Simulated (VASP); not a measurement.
Here is the system:

```xyz
4
Lattice="4.9849 0.0000 0.0000 0.0000 4.9849 0.0000 0.0000 0.0000 4.9849" Properties=species:S:1:pos:R:3 pbc="T T T"
Ca     2.4924     2.4924     0.0000
Ca     0.0000     2.4924     2.4924
Ca     2.4924     0.0000     2.4924
Zn     0.0000     0.0000     0.0000
```

Calculation: PBEsol GGA, VASP's PBE PAW potentials (set 64) (plane waves; VASP). Settings: 400 eV cut-off, 7×7×7 Γ-centred mesh, tetrahedra with Blöchl corrections, potentials Ca_sv Zn.

The cores are frozen, which limits the accuracy of field gradients.

Question: Give the principal components of the electric field gradient (V/Å²) and the asymmetry η at each nucleus.

Answer: 
```tsv
atom	Vxx	Vyy	Vzz	η
Ca1	2.1	2.1	-4.2	0.00
Ca2	2.1	2.1	-4.2	0.00
Ca3	2.1	2.1	-4.2	0.00
Zn4	0.0	0.0	0.0	-
```

The structure comes from a computed database's Ca3Zn entry (Pm-3m); how it stands against other phases isn't given here. It was relaxed first, which changed the volume by -5 %.
